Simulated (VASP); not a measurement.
# Be (P6_3/mmc) in VASP: further runs, part 3 of 3

VASP 6.6.1.

### Step 4. Single point, PBEsol

Input file INCAR:

```
ALGO = Fast
EDIFF = 1E-6
ENCUT = 520
GGA = PS
ISIF = 2
ISMEAR = 0
LASPH = T
LCHARG = F
LREAL = F
LWAVE = F
NELM = 100
PREC = Accurate
SIGMA = 0.5
```

Input file KPOINTS:

```
k-points
0
Gamma
  21 21 12
```

Input file POSCAR:

```
Be
1.0
    2.2568100000      0.0000000000      0.0000000000
   -1.1284000000      1.9544500000      0.0000000000
    0.0000000000      0.0000000000      3.5611600000
Be
2
Direct
    0.3333300000      0.6666700000      0.2500000000
    0.6666700000      0.3333300000      0.7500000000
```

Potentials or basis: VASP PAW PBE potentials, release 64 (Be).

The run is started by

```bash
> cat potpaw_PBE.64/Be/POTCAR > POTCAR
> mpirun -np 1 vasp_std > vasp.out
```

OUTCAR:

```text
EDIFF = 1E-6
   ENCUT = 520
   GGA = PS
   ISIF = 2
   ISMEAR = 0
   LASPH = T
   LREAL = F
   NELM = 100
   PREC = Accurate

 ion  position               nearest neighbor table
   1  0.333  0.667  0.250-   2 2.21   2 2.21   2 2.21   2 2.21   2 2.21   2 2.21
   2  0.667  0.333  0.750-   1 2.21   1 2.21   1 2.21   1 2.21   1 2.21   1 2.21

  LATTYP: Found a hexagonal cell.
 ALAT       =     2.2568100000
 C/A-ratio  =     1.5779618134

  Lattice vectors:

[... 406 lines left out ...]
 [... further k-points ...]

------------------------ aborting loop because EDIFF is reached ----------------------------------------

  FORCE on cell =-STRESS in cart. coord.  units (eV):
  Direction    XX          YY          ZZ          XY          YZ          ZX
  --------------------------------------------------------------------------------------
  -------------------------------------------------------------------------------------
  Total        0.0295824      0.0296299     -0.0169067      0.0000413      0.0000000      0.0000000
  in kB        3.0174045      3.0222418     -1.7244759      0.0042098      0.0000000      0.0000000
  external PRESSURE =       1.4383901 kB  Pullay stress =       0.0000000 kB

 VOLUME and BASIS-vectors are now :
 -----------------------------------------------------------------------------
  energy-cutoff  :      520.00
  volume of cell :       15.71
      direct lattice vectors                 reciprocal lattice vectors
     2.256810000  0.000000000  0.000000000     0.443103318  0.255825314  0.000000000
    -1.128400000  1.954450000  0.000000000     0.000000000  0.511652895  0.000000000
     0.000000000  0.000000000  3.561160000     0.000000000  0.000000000  0.280807377

 POSITION                                       TOTAL-FORCE (eV/Angst)
 -----------------------------------------------------------------------------------
     -0.00001      1.30297      0.89029         0.000080     -0.000046      0.000000
      1.12842      0.65148      2.67087        -0.000080      0.000046      0.000000
 -----------------------------------------------------------------------------------
    total drift:                               -0.000000      0.000000     -0.000000

  FREE ENERGIE OF THE ION-ELECTRON SYSTEM (eV)
  ---------------------------------------------------
  free  energy   TOTEN  =        -8.0040922122 eV

  energy  without entropy=       -7.9846008939  energy(sigma->0) =       -7.99434655
```

stdout:

```text
POSCAR found type information on POSCAR Be
 POSCAR found :  1 types and       2 ions
 scaLAPACK will be used
 -----------------------------------------------------------------------------
|                                                                             |
|                                                                             |
|     You enforced a specific xc type in the INCAR file but a different       |
|     I HOPE YOU KNOW WHAT YOU ARE DOING!                                     |
|                                                                             |
 -----------------------------------------------------------------------------

 LDA part: xc-table for (Slater+PW92), standard interpolation
 POSCAR, INCAR and KPOINTS ok, starting setup
 FFT: planning ... GRIDC
 FFT: planning ... GRID_SOFT
 FFT: planning ... GRID
 WAVECAR not read
 entering main loop
```

Wall time 31 s (1 thread of Intel Xeon Platinum 8488C (Sapphire Rapids), shared host); peak memory 0.18 GiB.

Results:

- Free energy: -8.0041 eV
- Pressure: 0.1 GPa
- Band gap on the k mesh: none (metal or under the smearing width)

Stress tensor (GPa, compression positive):
```
 0.30  0.00  0.00
 0.00  0.30  0.00
 0.00  0.00 -0.17
```

Levels at points of the mesh, in eV from the Fermi level:
| k point | band 1 | band 2 | band 3 | band 4 | band 5 |
| --- | --- | --- | --- | --- | --- |
| (0.00, 0.00, 0.00) | -11.43 | -4.56 | 1.06 | 16.07 | 16.07 |
| (0.00, 0.00, 0.50) | -9.28 | -9.28 | 10.65 | 10.65 | 17.72 |

Caveat: the PAW data sets were made with another functional, which shifts forces and pressure a little.

### Step 5. Single point, PBEsol

Input file INCAR:

```
ALGO = Fast
EDIFF = 1E-6
ENCUT = 900
GGA = PS
ISIF = 2
ISMEAR = 0
LASPH = T
LCHARG = F
LREAL = F
LWAVE = F
NELM = 100
PREC = Accurate
SIGMA = 0.1
```

KPOINTS is that of step 4.

POSCAR is that of step 4.

The run is started by

```bash
> cat potpaw_PBE.64/Be/POTCAR > POTCAR
> mpirun -np 1 vasp_std > vasp.out
```

Wall time 48 s (1 thread of Intel Xeon Platinum 8488C (Sapphire Rapids), shared host); peak memory 0.29 GiB.

The run converged. Its results:

```
Free energy            : -7.9944 eV
Pressure               : 0.0 GPa
Band gap on the k mesh : none (metal or under the smearing width)
```

Levels at points of the mesh, in eV from the Fermi level:
| k point | band 1 | band 2 | band 3 | band 4 | band 5 |
| --- | --- | --- | --- | --- | --- |
| (0.00, 0.00, 0.00) | -11.41 | -4.54 | 1.08 | 16.09 | 16.09 |
| (0.00, 0.00, 0.50) | -9.26 | -9.26 | 10.67 | 10.67 | 17.74 |

Caveat: the PAW data sets were made with another functional, which shifts forces and pressure a little.

### Step 6. Single point, r2SCAN

Input file INCAR:

```
ALGO = Normal
EDIFF = 1E-6
ENCUT = 520
ISIF = 2
ISMEAR = 0
LASPH = T
LCHARG = F
LMIXTAU = T
LREAL = F
LWAVE = F
METAGGA = R2SCAN
NELM = 100
PREC = Accurate
SIGMA = 0.1
```

KPOINTS is that of step 5.

POSCAR is that of step 5.

Potentials or basis: VASP PAW PBE potentials, release 64 (Be).

The run is started by

```bash
> cat potpaw_PBE.64/Be/POTCAR > POTCAR
> mpirun -np 1 vasp_std > vasp.out
```

OUTCAR:

```text
EDIFF = 1E-6
   ENCUT = 520
   ISIF = 2
   ISMEAR = 0
   LASPH = T
   LREAL = F
   METAGGA = R2SCAN
   NELM = 100
   PREC = Accurate

 ion  position               nearest neighbor table
   1  0.333  0.667  0.250-   2 2.21   2 2.21   2 2.21   2 2.21   2 2.21   2 2.21
   2  0.667  0.333  0.750-   1 2.21   1 2.21   1 2.21   1 2.21   1 2.21   1 2.21

  LATTYP: Found a hexagonal cell.
 ALAT       =     2.2568100000
 C/A-ratio  =     1.5779618134

  Lattice vectors:

[... 406 lines left out ...]

------------------------ aborting loop because EDIFF is reached ----------------------------------------

  FORCE on cell =-STRESS in cart. coord.  units (eV):
  Direction    XX          YY          ZZ          XY          YZ          ZX
  --------------------------------------------------------------------------------------
  -------------------------------------------------------------------------------------
  Total        0.0929274      0.0930095      0.1165513      0.0000717     -0.0000000      0.0000000
  in kB        9.4785803      9.4869529     11.8882162      0.0073154     -0.0000000      0.0000000
  external PRESSURE =      10.2845831 kB  Pullay stress =       0.0000000 kB

 VOLUME and BASIS-vectors are now :
 -----------------------------------------------------------------------------
  energy-cutoff  :      520.00
  volume of cell :       15.71
      direct lattice vectors                 reciprocal lattice vectors
     2.256810000  0.000000000  0.000000000     0.443103318  0.255825314  0.000000000
    -1.128400000  1.954450000  0.000000000     0.000000000  0.511652895  0.000000000
     0.000000000  0.000000000  3.561160000     0.000000000  0.000000000  0.280807377

 POSITION                                       TOTAL-FORCE (eV/Angst)
 -----------------------------------------------------------------------------------
     -0.00001      1.30297      0.89029         0.000079     -0.000045     -0.000000
      1.12842      0.65148      2.67087        -0.000079      0.000045      0.000000
 -----------------------------------------------------------------------------------
    total drift:                               -0.000000      0.000000     -0.000000

  FREE ENERGIE OF THE ION-ELECTRON SYSTEM (eV)
  ---------------------------------------------------
  free  energy   TOTEN  =        -8.6770750434 eV

  energy  without entropy=       -8.6755677589  energy(sigma->0) =       -8.67632140
```

OSZICAR:

```text
N       E                     dE             d eps       ncg     rms          rms(c)
DAV:   1    -0.383497906797E+01   -0.38350E+01   -0.18775E+03 10224   0.572E+02
DAV:   2    -0.893046649937E+01   -0.50955E+01   -0.48879E+01 15528   0.662E+01
DAV:   3    -0.896039155228E+01   -0.29925E-01   -0.29753E-01 13170   0.470E+00
DAV:   4    -0.896042005509E+01   -0.28503E-04   -0.28495E-04 15030   0.133E-01
DAV:   5    -0.896042008859E+01   -0.33499E-07   -0.34338E-07 12894   0.190E-03    0.131E+00
DAV:   6    -0.867794901837E+01    0.28247E+00   -0.95449E-02 10992   0.298E+00    0.765E-01
DAV:   7    -0.865676034587E+01    0.21189E-01   -0.15128E-02 10956   0.126E+00    0.132E-01
DAV:   8    -0.867876858590E+01   -0.22008E-01   -0.85899E-03 11664   0.917E-01    0.117E-02
DAV:   9    -0.867729013436E+01    0.14785E-02   -0.20239E-04 13518   0.156E-01    0.112E-02
DAV:  10    -0.867709995900E+01    0.19018E-03   -0.18987E-05 11892   0.462E-02    0.663E-03
DAV:  11    -0.867706564113E+01    0.34318E-04   -0.96683E-06 12552   0.239E-02    0.179E-03
DAV:  12    -0.867707506348E+01   -0.94224E-05   -0.28878E-06 11130   0.204E-02    0.176E-04
DAV:  13    -0.867707504340E+01    0.20072E-07   -0.93736E-09  6228   0.104E-03
   1 F= -.86770750E+01 E0= -.86763214E+01  d E =-.150728E-02
```

Run time: 2.8 min. Hardware: 1 thread of Intel Xeon Platinum 8488C (Sapphire Rapids), shared host; peak memory 0.19 GiB.

Results:

```yaml
Free_energy: -8.6771 eV
Pressure: 1.0 GPa
Band_gap_on_the_k_mesh: none (metal or under the smearing width)
```

Levels at points of the mesh, in eV from the Fermi level:
| k point | band 1 | band 2 | band 3 | band 4 | band 5 | band 6 |
| --- | --- | --- | --- | --- | --- | --- |
| (0.00, 0.00, 0.00) | -12.32 | -4.84 | 1.00 | 17.43 | 17.43 | 20.46 |
| (0.00, 0.00, 0.50) | -9.98 | -9.98 | 11.36 | 11.36 | 19.23 | 19.23 |

Caveat: the PAW data sets were made with another functional, which shifts forces and pressure a little.

### Step 7. Overview

| level | k mesh | cutoff (eV) | smearing | further INCAR settings | gap on the mesh (eV) | pressure (GPa) |
| --- | --- | --- | --- | --- | --- | --- |
| PBEsol | 21 × 21 × 12 | 700 | gaussian 0.1 eV | ALGO = Fast; EDIFF = 1e-06 | none | 0.0 |
| PBEsol | 33 × 33 × 18 | 520 | gaussian 0.1 eV | ALGO = Fast; EDIFF = 1e-06 | none | 0.1 |
| PBEsol | 21 × 21 × 12 | 520 | gaussian 0.5 eV | ALGO = Fast; EDIFF = 1e-06 | none | 0.1 |
| PBEsol | 21 × 21 × 12 | 900 | gaussian 0.1 eV | ALGO = Fast; EDIFF = 1e-06 | none | 0.0 |
| r2SCAN | 21 × 21 × 12 | 520 | gaussian 0.1 eV | ALGO = Normal; EDIFF = 1e-06 | none | 1.0 |

Alike in all rows: task single point; potentials or basis VASP PAW PBE potentials, release 64 (Be); no spin polarisation; cell as given.

Every run on the cell as given and a fine mesh finds a metal. The pressure there spans 0.0 GPa (PBEsol) to 1.0 GPa (r2SCAN); a positive pressure means that this level wants a larger cell, a negative one a smaller.

Caveats: the PAW data sets were made with another functional, which shifts forces and pressure a little.

Total energies depend on the potentials used, so only differences within one code and one set of settings carry meaning.
